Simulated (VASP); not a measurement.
VASP ran on this input.

### INCAR
```
SYSTEM = AlAs
PREC = Accurate
ENCUT = 480
EDIFF = 1E-7
NELM = 100
ALGO = Normal
LREAL = .FALSE.
LASPH = .TRUE.
ISMEAR = 0
SIGMA = 0.05
GGA = PE
LMAXMIX = 4
LWAVE = .FALSE.
LCHARG = .FALSE.
ISIF = 3
IBRION = 2
NSW = 40
EDIFFG = -0.01
PSTRESS = 150
```

KPOINTS:
```
Automatic mesh
0
Gamma
8 8 8
0 0 0
```

POSCAR:
```
AlAs
1.0
  0.0000000000   2.7185072143   2.7185072143
  2.7185072143   0.0000000000   2.7185072143
  2.7185072143   2.7185072143   0.0000000000
Al As
1 1
direct
  0.0000000000   0.0000000000   0.0000000000
  0.2500000000   0.2500000000   0.2500000000
```

POTCAR, in this order: Al As (PBE.64 set). Program: vasp_std.

Question: Translate this PBE calculation to Quantum ESPRESSO's pw.x.

Answer: One equivalent input (not run):
```
&CONTROL
  calculation = 'vc-relax'
  pseudo_dir = './pseudo'
  outdir = './out'
  tprnfor = .true.
  tstress = .true.
  nstep = 40
  forc_conv_thr = 0.00039
/
&SYSTEM
  ibrav = 0
  nat = 2
  ntyp = 2
  ecutwfc = 84
  occupations = 'smearing'
  smearing = 'gaussian'
  degauss = 0.003675
  input_dft = 'pbe'
/
&ELECTRONS
  conv_thr = 7.3e-09
  electron_maxstep = 100
/
&IONS
/
&CELL
  press = 150
/
ATOMIC_SPECIES
  Al 26.982 Al.upf
  As 74.922 As.upf
CELL_PARAMETERS angstrom
    -0.0000000    2.7185072    2.7185072
     2.7185072   -0.0000000    2.7185072
     2.7185072    2.7185072    0.0000000
ATOMIC_POSITIONS crystal
  Al   0.0000000  0.0000000  0.0000000
  As   0.2500000  0.2500000  0.2500000
K_POINTS automatic
  8 8 8 0 0 0
```
Limits of the translation: the potentials are each code's own (VASP's PAW set, PseudoDojo norm-conserving files in pw.x), so ENCUT and ecutwfc are chosen apart and not converted; conv_thr bounds pw.x's estimated SCF error, while EDIFF bounds the energy change between steps; forc_conv_thr acts on force components and is met together with etot_conv_thr.

The compound is AlAs in the zinc blende structure. It was relaxed first under an external pressure of 15 GPa.
